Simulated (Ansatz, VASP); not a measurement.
# Ta3Au (lda) in VASP and in Ansatz

```
CELL_PARAMETERS angstrom
5.13765 0.00000 0.00000
0.00000 5.13765 0.00000
0.00000 0.00000 5.13765
ATOMIC_POSITIONS crystal
Ta 0.25000 0.00000 0.50000
Ta 0.50000 0.75000 0.00000
Ta 0.75000 0.00000 0.50000
Ta 0.50000 0.25000 0.00000
Ta 0.00000 0.50000 0.75000
Ta 0.00000 0.50000 0.25000
Au 0.00000 0.00000 0.00000
Au 0.50000 0.50000 0.50000
```

Alike in both runs: functional LDA; k mesh 8 × 8 × 8; occupations gaussian, width 0.1 eV; no spin polarisation.

Ansatz relaxed the structure, and its values are those at the end. VASP's run is a single point on that final structure, the one shown.

|  | VASP | Ansatz |
| --- | --- | --- |
| version | VASP 6.6.1 | Ansatz 0.2.0 |
| potentials or method | VASP PAW LDA potentials, release 64 (Ta_pv, Au) | scalar-relativistic, plane waves, PAW |
| plane-wave cutoff (eV) | 520 | 420 |
| valence electrons in the cell | 88 | 116 |

VASP gave:

| Quantity | Value |
| --- | --- |
| gap on the k mesh at the Fermi level (eV) | none |
| pressure (GPa) | 0.9 |

Question: What did Ansatz give for the same quantities?

Answer: gap on the k mesh at the Fermi level (eV): none; pressure (GPa): 0.0.

A gap of «none» marks a metal or a gap that the smearing closes. The two sets of potentials don't hold the same shells in valence.

The runs have no spin-orbit coupling, so splittings on Au, Ta are missing.
